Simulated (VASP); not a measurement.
Here is a VASP 6.6.1 calculation.

INCAR

```
PREC = Accurate
ENCUT = 520
EDIFF = 1E-7
ISMEAR = 0
SIGMA = 0.05
LREAL = F
LASPH = T
NELM = 100
ALGO = Normal
ISIF = 2
LWAVE = F
LCHARG = T
LELF = T
LVHAR = T
NBANDS = 36
```

Contents of KPOINTS:

```
regular mesh
0
Gamma
  4 4 4
```

POSCAR

```
Hg3GeS
1.0
    5.0503241252      0.0000000000      0.0000000000
    0.0000000000      5.0503241252      0.0000000000
    0.0000000000      0.0000000000      5.0503241252
Ge S Hg
1 1 3
Direct
    0.0000000000      0.0000000000      0.0000000000
    0.5000000000      0.5000000000      0.5000000000
    0.5000000000      0.5000000000      0.0000000000
    0.5000000000      0.0000000000      0.5000000000
    0.0000000000      0.5000000000      0.5000000000
```

Potentials or basis: VASP PAW LDA potentials, release 64 (Ge_d, S, Hg).

The run is started by

```console
$ cat potpaw_LDA.64/Ge_d/POTCAR potpaw_LDA.64/S/POTCAR potpaw_LDA.64/Hg/POTCAR > POTCAR
$ mpirun -np 1 vasp_std > vasp.out
```

(1) What does it give for the band gap on the k mesh?

(2) Predict the pressure.

Answers

(1) none (metal or under the smearing width).

(2) 0.5 GPa.
